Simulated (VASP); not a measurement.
Input:

```
CELL_PARAMETERS angstrom
      4.27789     0.00000     0.00000
      0.00000     4.27789     0.00000
      0.00000     0.00000     2.73306
ATOMIC_POSITIONS crystal
  Si 0.00000 0.00000 0.00000
  Si 0.50000 0.50000 0.50000
  O  0.30609 0.30609 0.00000
  O  0.80609 0.19391 0.50000
  O  0.19391 0.80609 0.50000
  O  0.69391 0.69391 0.00000
```

Level of theory: AM05 GGA, VASP's PBE PAW potentials (set 64) (plane waves; VASP). Numerical set-up: 520 eV cut-off, 5×5×8 Γ-centred mesh, Gaussian smearing of 0.050 eV, potentials Si O.

**Question.** The ions and cell shape at fixed volume are relaxed. Which structure does the run end with?

**Answer.** 
```
CELL_PARAMETERS angstrom
      4.30199     0.00000     0.00000
      0.00000     4.30199     0.00000
      0.00000     0.00000     2.70252
ATOMIC_POSITIONS crystal
  Si 0.00000 0.00000 0.00000
  Si 0.50000 0.50000 0.50000
  O  0.30906 0.30906 0.00000
  O  0.80906 0.19094 0.50000
  O  0.19094 0.80906 0.50000
  O  0.69094 0.69094 0.00000
```
Space group P4_2/mnm (136), at a tolerance of 0.03 Å.

**Question.** How much energy does the relaxation gain?

**Answer.** The energy (σ→0) changes by -3.3 meV/atom, in 5 ionic steps.

```tsv
step	E(σ→0) (eV)	max force (eV/Å)	pressure (GPa)	volume (Å³)
1	-47.7997	0.351	-16.27	50.02
2	-47.8177	0.029	-14.33	50.02
3	-47.8179	0.077	-14.07	50.02
4	-47.8193	0.027	-13.79	50.02
5	-47.8195	0.002	-13.86	50.02
```

The compound is SiO2 in the rutile structure, stishovite, a high-pressure form. This cell is one point of a volume scan, at 1.06 of the reference volume. Symmetry was kept, so distortions that lower it aren't found.
